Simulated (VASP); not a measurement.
Input for VASP

POSCAR:
```
P
1
    4.3970646289     0.0000000044    -0.0000000000
   -2.1985318053     3.8079688550     0.0000000000
    0.0000000000     0.0000000000     2.4647171138
P
3
Direct
  0.0000000000   0.0000000000   0.0000000000
  0.3333330000   0.6666670000   0.5000000000
  0.6666670000   0.3333330000   0.5000000000
```

**INCAR**
```
# general
SYSTEM  = P
PREC    = Accurate
ENCUT   = 480   # plane-wave cut-off (eV)
LREAL   = .FALSE.   # projection in real space or not
LASPH   = .TRUE.   # aspherical one-centre terms

# electronic loop
EDIFF   = 1E-7
NELM    = 100
ALGO    = Normal

# smearing
ISMEAR  = 1   # Methfessel-Paxton
SIGMA   = 0.1   # width (eV)

# functional
GGA     = PS   # PBEsol

# ions
IBRION  = 2   # conjugate gradients
NSW     = 40
ISIF    = 3   # ions, shape and volume
EDIFFG  = -0.01   # ionic stop
PSTRESS = 200   # kbar

# output
LWAVE   = .FALSE.
LCHARG  = .FALSE.
```

**KPOINTS**
```
kpoints
0
gamma
8 8 12
```

POTCAR, in this order: P (PBE.64 set). Program: vasp_std.

Problem. Write an equivalent input for Ansatz.

Solution. One equivalent input (not run):
Ansatz 0.2 input:
```yaml
crystal:
  lattice:
    - [4.3970646, 0.0000000, 0.0000000]
    - [-2.1985318, 3.8079689, 0.0000000]
    - [0.0000000, 0.0000000, 2.4647171]
  atoms:
    - { symbol: P, position: [0.0000000, 0.0000000, 0.0000000] }
    - { symbol: P, position: [0.3333330, 0.6666670, 0.5000000] }
    - { symbol: P, position: [0.6666670, 0.3333330, 0.5000000] }
kpoints:
  mp_grid: { grid: [8, 8, 12] }
hamiltonian:
  xc: pbesol
  pseudopotentials: { kind: paw }
scf:
  occupations: { method: methfessel_paxton, width: 0.1 }
  max_iter: 100
relax:
  max_steps: 40
  f_tol: 0.01
  cell: { p_target: 20 }
output: { forces: true, stress: true, eigenvalues: true }
```
What does not carry over: each code has its own PAW files, so the cut-off isn't converted (ENCUT is set for VASP's; basis.ecutwfc is left out, and Ansatz then takes the one that its files recommend); Ansatz stops its SCF on the density residual and VASP on the energy change (EDIFF).

The structure was generated: P was put into the omega type (P6/mmm), which need not be its known phase. This run relaxes it under an external pressure of 20 GPa. Symmetry was kept, so distortions that lower it aren't found.
